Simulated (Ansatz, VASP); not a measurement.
# SnAs in two plane-wave programs

One calculation is typed for both programs; each brings its own data sets. How far apart do they land? The cell is taken from a series of runs on this material, whose earlier steps may have relaxed, scaled, displaced or heated it; both programs get it as it stands.

Method: plane waves, with VASP 6.6.1 beside it; zone-centre phonons at PBEsol, in Ansatz 0.2.0.

### 1. Starting point

It takes space group Fm-3m (No. 225, cubic). The conventional cell has a = 5.713 Å, b = 5.713 Å, c = 5.713 Å, α = 90.00°, β = 90.00°, γ = 90.00°. Nearest to Sn lie 6 As at 2.86 Å. Nearest to As lie 6 Sn at 2.86 Å. Farther neighbours are not listed.

As a file:

```
Sn As
1.0
     0.00000    2.85641    2.85641
     2.85641    0.00000    2.85641
     2.85641    2.85641    0.00000
Sn As
1 1
Direct
  0.00000 0.00000 0.00000
  0.50000 0.50000 0.50000
```

### 2. VASP: zone-centre phonons, PBEsol

Second derivatives magnify differences that forces hide, and they need a tight electronic threshold.

Lines of VASP's logs that name or quote its potential files are left out, and so is its time.

INCAR

```
SYSTEM = SnAs
PREC = Accurate
ENCUT = 500
EDIFF = 1E-08
NELM = 120
ISMEAR = 1
SIGMA = 0.2
LREAL = .FALSE.
ALGO = Normal
GGA = PS
NBANDS = 15
LORBIT = 11
LWAVE = .FALSE.
LCHARG = .FALSE.
ISIF = 2
IBRION = 8
LASPH = .TRUE.
GGA_COMPAT = .FALSE.
KPAR = 2
```

POSCAR

```
SnAs
1.0
    0.0000000000      2.8564116226      2.8564116226
    2.8564116226      0.0000000000      2.8564116226
    2.8564116226      2.8564116226      0.0000000000
Sn As
1 1
Direct
    0.0000000000      0.0000000000      0.0000000000
    0.5000000000      0.5000000000      0.5000000000
```

KPOINTS

```
Automatic mesh
0
Gamma
16 16 16
0 0 0
```

PAW data sets: Sn_d and As (PBE family, release 64).

Command:

```sh
$ mpirun -np 2 vasp_std
```

Numbers of over 12 decimals in the logs are rounded to 6 here.

The program printed:

```text
[banner, memory and clock lines left out]
running    2 mpi-ranks, on    1 nodes
 distrk:  each k-point on    1 cores,    2 groups
 distr:  one band on    1 cores,    1 groups

 POSCAR found type information on POSCAR SnAs
 POSCAR found :  2 types and       2 ions
|                                                                             |
|               ----> ADVICE to this user running VASP <----                  |
|                                                                             |
|     You enforced a specific xc type in the INCAR file but a different       |
|     [... a line on the potential file left out ...]
|     I HOPE YOU KNOW WHAT YOU ARE DOING!                                     |
|                                                                             |

 LDA part: xc-table for (Slater+PW92), standard interpolation
 POSCAR, INCAR and KPOINTS ok, starting setup
 FFT: planning ... GRIDC
 FFT: planning ... GRID_SOFT
 FFT: planning ... GRID
 WAVECAR not read
 entering main loop
       N       E                     dE             d eps       ncg     rms          rms(c)
DAV:   1     0.114249247773E+03    0.11425E+03   -0.89643E+03  4406   0.152E+03
DAV:   2    -0.549858465680E+00   -0.11480E+03   -0.11172E+03  4637   0.367E+02
DAV:   3    -0.944848858426E+01   -0.88986E+01   -0.87873E+01  5701   0.879E+01
DAV:   4    -0.964431214820E+01   -0.19582E+00   -0.19578E+00  4967   0.141E+01
DAV:   5    -0.965102883826E+01   -0.67167E-02   -0.67166E-02  6328   0.248E+00    0.275E+00
DAV:   6    -0.955025142098E+01    0.10078E+00   -0.19189E-01  6568   0.484E+00    0.161E+00
DAV:   7    -0.954162727437E+01    0.86241E-02   -0.43863E-02  5862   0.175E+00    0.536E-01
DAV:   8    -0.954060501005E+01    0.10223E-02   -0.35862E-03  5358   0.673E-01    0.641E-02
DAV:   9    -0.954060599883E+01   -0.98879E-06   -0.26828E-04  5899   0.191E-01    0.561E-02
DAV:  10    -0.954060605400E+01   -0.55169E-07   -0.21040E-05  5094   0.335E-02    0.331E-02
DAV:  11    -0.954060428265E+01    0.17714E-05   -0.74664E-06  6575   0.277E-02    0.444E-03
DAV:  12    -0.954060397652E+01    0.30613E-06   -0.75441E-07  5442   0.821E-03    0.285E-03
DAV:  13    -0.954060394739E+01    0.29129E-07   -0.16941E-08  4497   0.117E-03    0.184E-03
DAV:  14    -0.954060395040E+01   -0.30100E-08   -0.52927E-08  5407   0.270E-03
   1 F= -.95406040E+01 E0= -.95405710E+01  d E =-.989846E-04
 Linear response reoptimize wavefunctions to high precision
DAV:   1    -0.954060395556E+01   -0.51646E-08   -0.37742E-09  4798   0.488E-04
DAV:   2    -0.954060395558E+01   -0.13188E-10   -0.35100E-11  2931   0.544E-05
 Linear response DOF=           2
 Linear response progress:
  Degree of freedom:   1/  2
       N       E                     dE             d eps       ncg     rms          rms(c)
RMM:   1    -0.211873839362E+00   -0.21187E+00    0.54482E-01 12647   0.120E+01
RMM:   2    -0.217617742280E+00   -0.57439E-02   -0.11482E-02 18518   0.948E-01    0.536E-02
RMM:   3    -0.217641089568E+00   -0.23347E-04   -0.91833E-04 19867   0.255E-01    0.281E-02
RMM:   4    -0.217512441236E+00    0.12865E-03   -0.61515E-05 20350   0.704E-02    0.953E-03
RMM:   5    -0.217480371990E+00    0.32069E-04   -0.91352E-06 20413   0.233E-02    0.263E-03
RMM:   6    -0.217481459398E+00   -0.10874E-05   -0.15941E-06 20886   0.756E-03    0.116E-03
RMM:   7    -0.217481902267E+00   -0.44287E-06   -0.43686E-07 21031   0.296E-03    0.566E-04
RMM:   8    -0.217480254661E+00    0.16476E-05    0.57207E-07 20422   0.127E-03    0.381E-05
RMM:   9    -0.217479648442E+00    0.60622E-06    0.24574E-06 21355   0.619E-04    0.435E-05
RMM:  10    -0.217479697116E+00   -0.48674E-07    0.16311E-06 22462   0.319E-04    0.512E-05
RMM:  11    -0.217479504028E+00    0.19309E-06    0.93625E-07 21084   0.188E-04    0.345E-05
RMM:  12    -0.217479403345E+00    0.10068E-06    0.42978E-07 21458   0.119E-04    0.347E-05
RMM:  13    -0.217479326652E+00    0.76693E-07    0.23614E-07 21013   0.861E-05    0.303E-05
RMM:  14    -0.217479158160E+00    0.16849E-06    0.11011E-07 20475   0.744E-05    0.185E-05
RMM:  15    -0.217479112020E+00    0.46140E-07    0.51875E-08 22136   0.614E-05    0.152E-05
RMM:  16    -0.217479021558E+00    0.90462E-07    0.25158E-08 20977   0.581E-05    0.857E-06
RMM:  17    -0.217478931178E+00    0.90380E-07    0.74148E-09 21964   0.567E-05    0.181E-06
RMM:  18    -0.217478912442E+00    0.18736E-07   -0.66915E-10 19695   0.525E-05    0.392E-07
RMM:  19    -0.217478905812E+00    0.66302E-08   -0.19880E-09 14347   0.509E-05    0.253E-07
 first order change of Fermi-energy  -0.19776E-03
 force on displaced ion       1 direction 1 :  -1.599   0.000   0.000
 Linear response progress:
  Degree of freedom:   2/  2
       N       E                     dE             d eps       ncg     rms          rms(c)
RMM:   1    -0.423027107371E-01   -0.42303E-01    0.74574E-02 21943   0.102E+00
RMM:   2    -0.430258745195E-01   -0.72316E-03   -0.16160E-03 19086   0.218E-01    0.605E-02
RMM:   3    -0.431727142360E-01   -0.14684E-03   -0.13535E-04 19784   0.603E-02    0.336E-02
RMM:   4    -0.434019257265E-01   -0.22921E-03   -0.24691E-05 19608   0.310E-02    0.551E-03
RMM:   5    -0.434361314054E-01   -0.34206E-04   -0.16569E-06 19752   0.888E-03    0.222E-03
RMM:   6    -0.434240856504E-01    0.12046E-04   -0.94859E-08 19969   0.231E-03    0.934E-04
RMM:   7    -0.434209699579E-01    0.31157E-05   -0.72585E-09 19955   0.636E-04    0.469E-05
RMM:   8    -0.434209981677E-01   -0.28210E-07    0.16396E-08 20655   0.164E-04    0.221E-05
RMM:   9    -0.434209282236E-01    0.69944E-07    0.63791E-08 21103   0.624E-05    0.619E-06
RMM:  10    -0.434209314303E-01   -0.32067E-08   -0.68809E-08 21613   0.239E-05    0.276E-06
 first order change of Fermi-energy   0.48479E-03
 force on displaced ion       2 direction 1 :  -1.637   0.000   0.000
 Linear response finished
```

From OUTCAR (step 2):

```text
ion  position               nearest neighbor table
   1  0.000  0.000  0.000-   2 2.86   2 2.86   2 2.86   2 2.86   2 2.86   2 2.86
   2  0.500  0.500  0.500-   1 2.86   1 2.86   1 2.86   1 2.86   1 2.86   1 2.86

  LATTYP: Found a face centered cubic cell.
 ALAT       =     5.7128232452

 Subroutine GETGRP returns: Found 48 space group operations
 (whereof 48 operations were pure point group operations)

The static configuration has the point symmetry O_h .

 Found    145 irreducible k-points:

   k-points           NKPTS =    145   k-points in BZ     NKDIM =    145   number of bands    NBANDS=     15

   dimension x,y,z NGX =    30 NGY =   30 NGZ =   30
   dimension x,y,z NGXF=    60 NGYF=   60 NGZF=   60

   ENCUT  =  500.0 eV  36.75 Ry    6.06 a.u.   7.37  7.37  7.37*2*pi/ulx,y,z

   NELECT =      19.0000    total number of electrons

 k-points in reciprocal lattice and weights: Automatic mesh
   0.00000000  0.00000000  0.00000000       0.000
   0.06250000  0.00000000  0.00000000       0.002
   0.12500000  0.00000000  0.00000000       0.002
   0.18750000  0.00000000  0.00000000       0.002
   0.25000000  0.00000000  0.00000000       0.002
   0.31250000  0.00000000  0.00000000       0.002
   0.37500000  0.00000000  0.00000000       0.002
   0.43750000  0.00000000  0.00000000       0.002
   0.50000000  0.00000000  0.00000000       0.001
[...]
-0.31250000  0.50000000  0.18750000       0.003
  -0.25000000  0.50000000  0.25000000       0.001

 average (electrostatic) potential at core
       1 -99.8809       2 -47.4329

  Total        0.0316681      0.0316681      0.0316681      0.0000000     -0.0000000      0.0000000
  in kB        1.0885308      1.0885308      1.0885308      0.0000000     -0.0000000      0.0000000
  external PRESSURE =       1.0885308 kB  Pullay stress =       0.0000000 kB

  energy-cutoff  :      500.00
  volume of cell :       46.61
      direct lattice vectors                 reciprocal lattice vectors
     0.000000000  2.856411623  2.856411623    -0.175044800  0.175044800  0.175044800
     2.856411623  0.000000000  2.856411623     0.175044800 -0.175044800  0.175044800
     2.856411623  2.856411623  0.000000000     0.175044800  0.175044800 -0.175044800

 POSITION                                       TOTAL-FORCE (eV/Angst)
 -----------------------------------------------------------------------------------
      0.00000      0.00000      0.00000        -0.000000     -0.000000      0.000000
      2.85641      2.85641      2.85641         0.000000      0.000000     -0.000000
 -----------------------------------------------------------------------------------
    total drift:                               -0.000000      0.000000      0.000000

 Eigenvectors and eigenvalues of the dynamical matrix
 ----------------------------------------------------

   1 f  =    2.937932 THz    18.459570 2PiTHz   97.998856 cm-1    12.150304 meV
             X         Y         Z           dx          dy          dz
      0.000000  0.000000  0.000000     0.000000    0.000000   -0.617623
      2.856412  2.856412  2.856412     0.000000    0.000000    0.786474

   2 f  =    2.937932 THz    18.459570 2PiTHz   97.998856 cm-1    12.150304 meV
             X         Y         Z           dx          dy          dz
      0.000000  0.000000  0.000000     0.000000   -0.617623    0.000000
      2.856412  2.856412  2.856412     0.000000    0.786474    0.000000

   3 f  =    2.937932 THz    18.459570 2PiTHz   97.998856 cm-1    12.150304 meV
             X         Y         Z           dx          dy          dz
      0.000000  0.000000  0.000000     0.617623   -0.000000    0.000000
      2.856412  2.856412  2.856412    -0.786474    0.000000    0.000000

   4 f/i=    0.016524 THz     0.103824 2PiTHz    0.551187 cm-1     0.068338 meV
             X         Y         Z           dx          dy          dz
      0.000000  0.000000  0.000000     0.180968    0.765371    0.000000
      2.856412  2.856412  2.856412     0.142115    0.601051    0.000000

   5 f/i=    0.016524 THz     0.103824 2PiTHz    0.551187 cm-1     0.068338 meV
             X         Y         Z           dx          dy          dz
      0.000000  0.000000  0.000000     0.000000    0.000000    0.786474
      2.856412  2.856412  2.856412     0.000000    0.000000    0.617623

   6 f/i=    0.016524 THz     0.103824 2PiTHz    0.551187 cm-1     0.068338 meV
             X         Y         Z           dx          dy          dz
      0.000000  0.000000  0.000000     0.765371   -0.180968    0.000000
      2.856412  2.856412  2.856412     0.601051   -0.142115    0.000000

 ELASTIC MODULI CONTR FROM IONIC RELAXATION (kBar)
 Direction    XX          YY          ZZ          XY          YZ          ZX
 --------------------------------------------------------------------------------
 XX           0.0000      0.0000      0.0000      0.0000      0.0000      0.0000
 YY           0.0000      0.0000      0.0000      0.0000      0.0000      0.0000
 ZZ           0.0000      0.0000      0.0000      0.0000      0.0000      0.0000
 XY           0.0000      0.0000      0.0000      0.0000      0.0000      0.0000
 YZ           0.0000      0.0000      0.0000      0.0000      0.0000      0.0000
 ZX           0.0000      0.0000      0.0000      0.0000      0.0000      0.0000
 --------------------------------------------------------------------------------
```

### 3. Ansatz: zone-centre phonons, PBEsol

Ansatz runs on its default PAW (the set named soft_2) files.

The same cell, functional, mesh and smearing now go to Ansatz.

input.yaml

```yaml
crystal:
  lattice:
    - [0.0, 2.8564116226, 2.8564116226]
    - [2.8564116226, 0.0, 2.8564116226]
    - [2.8564116226, 2.8564116226, 0.0]
  atoms:
    - { symbol: Sn, position: [0.0, 0.0, 0.0] }
    - { symbol: As, position: [0.5, 0.5, 0.5] }
kpoints:
  mp_grid: { grid: [16, 16, 16] }
hamiltonian:
  xc: pbesol
scf:
  occupations: { method: methfessel_paxton, width: 0.2 }
output:
  eigenvalues: true
phonons:
  method: dfpt
basis:
  ecutwfc: 340
```

Command:

```sh
$ ansatz run input.yaml --threads 4 --pin off --max-ram 7168MiB --backend cpu --events-out ev --progress --plain --runs-dir out
```

The program printed:

```text
Warning: basis.ecutwfc = 340 eV is below the records' recommended 420 eV, and the density's cutoff is lower with it unless basis.ecutrho_ratio is high enough to keep the records' density cutoff: compare with a run at a higher cutoff
Engine: ansatz 0.2.0, x86_64-unknown-linux-gnu
Pseudopotentials: kind: paw
Pseudopotential: Sn, paw, valence charge 14, recommended cutoff 420 eV (normal), Sn.paw.azcp
Pseudopotential: As, paw, valence charge 15, recommended cutoff 420 eV (normal), As.paw.azcp
Functional definition: PBEsol
  exchange = pbesol_x
  correlation = pbesol_c
Crystal: 2 atoms, lattice volume = 46.611 Å³
Basis set: ecut = 340 eV, 645 PW (Γ), exchange–correlation on 50×50×50 points (8 copies of the dense FFT grid, shifted against one another)
Bands: 19, of which v1, the nominal top of the filled ones, is band 15 counted from 1 (14 counted from 0)
Symmetry: 48 space group operations
k-points: 349 of 4096 (irreducible under 8 space group operations, time reversal used)
Non-local potential: Sn, projectors of the file, l = 0: 2, l = 1: 2, l = 2: 2, l = 3: 2
Non-local potential: As, projectors of the file, l = 0: 2, l = 1: 2, l = 2: 3, l = 3: 1
PAW form: soft (Blöchl's): semilocal exchange-correlation on the pseudo side does not see the compensation charge
PAW frozen core: Sn, regenerated for the run's functional, and the local potential with it (the file was generated under x = pbe(κ = 0.804, μ = 0.219515), c = pbe(β = 0.066725))
PAW frozen core: As, regenerated for the run's functional, and the local potential with it (the file was generated under x = pbe(κ = 0.804, μ = 0.219515), c = pbe(β = 0.066725))
PAW one-centre angular grid: Sn, 590 points (default); XC on 64 Gauss nodes
PAW one-centre angular grid: As, 590 points (default); XC on 64 Gauss nodes
Initial density: superposition of atomic densities (neutral atoms: chi_scale 0, normalization atom), corrected by the library's trained network
Initial wavefunctions: pseudopotential atomic-orbital guess
Functional: x = pbesol(κ = 0.804, μ = 0.123457), c = pbesol(β = 0.046)
SCF iter   1: F=—  HF=-10762.969248 eV  |F-HF|=—  |Δ(HF+E_count)|=         —  Δρ=3.11e-3  dr2=6.53e-3  ethr=1.77e-3  ⟨swp⟩=5.1  Hψ=29359  notcnv=0
preconditioner: auto → Kerker (q_TF=auto, 2.521 Å⁻¹)  [metal: Δε(μ)=0.137 eV  Ē_g=18.321 eV  σ=0.200 eV  W_gap=0.49  n_scr=14 (ndim 8)  ℏωp=23.7 eV  f_vac=0.001  D(μ)=0.71/eV (n_scr^D=0)]
SCF iter   2: F=—  HF=-10762.966057 eV  |F-HF|=—  |Δ(HF+E_count)|=   3.19e-3  S|Δr|=    0.00e0  Δρ=1.89e-3  dr2=2.25e-3  ethr=2.25e-5  ⟨swp⟩=2.6  Hψ=14279  notcnv=0
SCF iter   3: F=—  HF=-10762.965482 eV  |F-HF|=—  |Δ(HF+E_count)|=   5.75e-4  S|Δr|=    0.00e0  Δρ=6.11e-4  dr2=2.93e-4  ethr=7.77e-6  ⟨swp⟩=2.0  Hψ=8494  notcnv=0
SCF iter   4: F=—  HF=-10762.965429 eV  |F-HF|=—  |Δ(HF+E_count)|=   5.31e-5  S|Δr|=    0.00e0  Δρ=2.71e-4  dr2=3.28e-5  ethr=1.01e-6  ⟨swp⟩=2.2  Hψ=8683  notcnv=0
SCF iter   5: F=—  HF=-10762.965434 eV  |F-HF|=—  |Δ(HF+E_count)|=   4.99e-6  S|Δr|=    0.00e0  Δρ=7.27e-5  dr2=3.82e-6  ethr=1.13e-7  ⟨swp⟩=2.8  Hψ=10482  notcnv=0
SCF iter   6: F=—  HF=-10762.965435 eV  |F-HF|=—  |Δ(HF+E_count)|=   6.15e-7  S|Δr|=    0.00e0  Δρ=2.40e-5  dr2=2.92e-7  ethr=1.32e-8  ⟨swp⟩=2.0  Hψ=9936  notcnv=0
SCF iter   7: F=—  HF=-10762.965434 eV  |F-HF|=—  |Δ(HF+E_count)|=   3.85e-7  S|Δr|=    0.00e0  Δρ=1.31e-5  dr2=5.48e-8  ethr=1.01e-9  ⟨swp⟩=2.0  Hψ=11681  notcnv=0
SCF iter   8: F=—  HF=-10762.965434 eV  |F-HF|=—  |Δ(HF+E_count)|=   3.56e-8  S|Δr|=    0.00e0  Δρ=1.45e-6  dr2=8.38e-10  ethr=1.89e-10  ⟨swp⟩=2.0  Hψ=9889  notcnv=0
SCF iter   9: F=—  HF=-10762.965434 eV  |F-HF|=—  |Δ(HF+E_count)|=  3.31e-10  S|Δr|=    0.00e0  Δρ=2.68e-7  dr2=2.93e-11  ethr=2.89e-12  ⟨swp⟩=2.0  Hψ=10112  notcnv=0
SCF iter  10: F=-10762.965434 eV  HF=-10762.965434 eV  |F-HF|=3.64e-12  |Δ(HF+E_count)|=  7.28e-12  S|Δr|=    0.00e0  Δρ=2.43e-8  dr2=2.62e-13  ethr=1.00e-12  ⟨swp⟩=5.6  Hψ=27330  notcnv=0
SCF 1 converged in 10 iterations: F = -10762.965434 eV  dr2 = 2.62e-13
  greatest PAW one-centre occupation: 0.999 electrons in one spin orbital (limit 2), on the As atom at site 1 (counted from 0), in its partial waves of l = 2
DFPT response loops at Γ: preconditioner auto → Kerker (q_TF=auto, 2.521 Å⁻¹) (partly filled bands, converged f_vac=0.000); β = 1.00, the filter's whole step (`scf.mixing.beta` (0.50) is not read by the response loops under this deck's `scf.mixing.preconditioner`; to damp them name `kerker` or `kerker_dos`, under which they read `scf.mixing.beta`, and type it under 1.00, their step now; both keys bind the ground state too); Broyden in place of MSR1
SCF converged after 10 iterations
Stability not checked: this state was not tested for a lower state beside it, because cold or Methfessel-Paxton smearing, or corrected tetrahedra, fill the levels in a way that the test cannot read (fill_not_monotonic; see scf.lower_state_search)
Free energy (F): -10762.965434 eV
Harris-Foulkes:  -10762.965434 eV  (|F-HF|=3.64e-12)
Internal energy: -10762.965331 eV  (E = F + TS)
E sigma→0 (E₀):  -10762.965409 eV
Entropy (-TS):   -0.000103 eV (-0.051 meV/atom)
Fermi energy:    10.972957 eV
--- Per-component energies (eV) ---
  E_band       = -299.097104
  E_kinetic    = 290.516295
  E_local      = -2469.695630  (includes V_loc(G=0)·N_el)
  E_nonlocal   = -698.595803
  E_hartree    = 1439.614575
  E_xc         = -458.411876
  E_vxc        = -176.787337  (∫ρ·V_xc dr)
  E_paw        = -5858.175539  (= ΣΔE_a)
  E_vpaw       = -123.763912  (= ΣTr[D̂ρ^β])
  E_aug_tail   = 0.000102  (compensation charges beyond the density's cutoff)
  E_ewald      = -3009.468723
  E_core_change = 1.251268  (= ΣΔE_core)
  E_smearing   = -0.000103  (= −TS)
  E_closure    = 0.000000  (closes the sum)
  Σ components = -10762.965434   (vs F -10762.965434, Δ=0.00e0)
--- Band table (eV; the first three rows and the last of 349) ---
  k-point 0: bands = [... 11 lower, 8.3782, 9.9382, 9.9382, 9.9382, 16.5273, 16.5273, 16.5273, 17.0469]
  k-point 1: bands = [... 11 lower, 7.9187, 9.9425, 9.9425, 10.3047, 16.1641, 16.1889, 16.1889, 17.0709]
  k-point 2: bands = [... 11 lower, 7.0459, 9.9593, 9.9593, 10.8946, 15.5006, 15.5006, 15.5524, 17.0496]
  k-point 348: bands = [... 11 lower, 3.9414, 6.1589, 6.1589, 11.9478, 13.2034, 16.9923, 16.9923, 19.9078]
--- Phonons (Γ-DFPT): 2 representative perturbations + reference, on 349 of 4096 k-points (Σ response iterations 6) ---
  k mesh reduced under 8 symmetry operations, with k and −k counted as one. Each operation leaves every solved perturbation unchanged. A smaller set is not used because it would not reduce the number of displacements times k-points to solve
  ASR residual: 1.509e-5 → 0.000e0 eV/Å²; symmetrization residual: 8.473e-6 eV/Å²
  ASR residual per site (eV/Å²): 1.79e-6 1.51e-5
  Γ frequencies (cm⁻¹): 0.00 0.00 0.00 98.35 98.35 98.35
  non-analytic LO–TO correction: not included (Born effective charges unavailable; polar crystals: no LO–TO splitting at Γ)
```

### 4. Comparison

Known differences besides the potentials themselves: the data sets hold 29 valence electrons in Ansatz (on its default PAW (the set named soft_2) files) and 19 in VASP; the cutoff is 340 eV in Ansatz and 500 eV in VASP; Ansatz makes its cores anew for this functional, VASP keeps those of its PBE data sets; Ansatz's log warns that its cutoff lies below the recommended one. Total energies have different zeros and are not compared.

Both answers:

```csv
quantity,Ansatz,VASP,difference
optical mode 1 to 3 (cm⁻¹),98.3,98.0,+0.36 %
```

Modes are paired by rising frequency, not by their patterns, so a pair may set unlike modes beside each other; they are those without the splitting of longitudinal modes.

### 5. Outcome

```yaml
r_m_s_difference_of_the_optical_zone_centre_modes_each_program_s_sorted_by_frequency_zone_centre_phonons_pbesol: 0.35 cm⁻¹
```

The r.m.s. difference of the optical zone-centre modes, each program's sorted by frequency is 0.35 cm⁻¹ (zone-centre phonons, PBEsol). The data sets hold unlike numbers of valence electrons (29 in Ansatz and 19 in VASP), so part of the differences comes from the potentials. How closely two codes agree says nothing of how well the functional describes the real material.

[Lines on the potential files, build, host, timing and source positions are cut from VASP's logs without a mark.]

[Logs are printed without paths, hosts, clocks, repeated set-up lines and the standing remarks that a program may print on its own settings, such as how far it seeks lower states.]

[Hosts, paths, dates, database ids (printed as entryN), source tags and the programs' standing remarks are cut or masked in the printed files.]
